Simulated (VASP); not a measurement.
The system is Pt.

```
CELL_PARAMETERS angstrom
0.00000 1.96000 1.96000
1.96000 0.00000 1.96000
1.96000 1.96000 0.00000
ATOMIC_POSITIONS crystal
Pt 0.00000 0.00000 0.00000
```

The cell was built by a generator and needn't be a form met in nature.

* Program: VASP 6.6.1
* Task: relaxation of cell and atoms
* Functional: PBEsol
* Dispersion: D4
* Potentials or basis: VASP PAW PBE potentials, release 64 (Pt)
* Cutoff: 600 eV
* k mesh: 18 × 18 × 18
* Occupations: methfessel-paxton, width 0.1 eV
* Spin: no spin polarisation

At the start: pressure -5.2 GPa; volume 15.06 Å³/atom.

Question: Where does the relaxation end?

Answer: Over 4 steps the energy falls by 4.4 meV/atom and the volume is 14.79 Å³/atom (-1.8 %); space group Fm-3m (No. 225, to 0.05 Å).

The path:
| step | energy change (eV) | largest force (eV/Å) | pressure (GPa) | volume (Å³) |
| --- | --- | --- | --- | --- |
| 1 | 0.0000 | 0.0000 | -5.17 | 15.06 |
| 2 | 0.0385 | 0.0000 | 18.90 | 14.02 |
| 3 | -0.0044 | 0.0000 | -0.11 | 14.80 |
| 4 | -0.0044 | 0.0000 | 0.00 | 14.79 |

Final structure:
```yaml
crystal:
  lattice:
    - [0.00000, 1.94845, 1.94845]
    - [1.94845, 0.00000, 1.94845]
    - [1.94845, 1.94845, 0.00000]
  atoms:
    - { symbol: Pt, position: [0.00000, 0.00000, 0.00000] }
```

Caveat: the PAW data sets were made with another functional, which shifts forces and pressure a little; pairwise dispersion overbinds metals, which lowers pressure and volume.
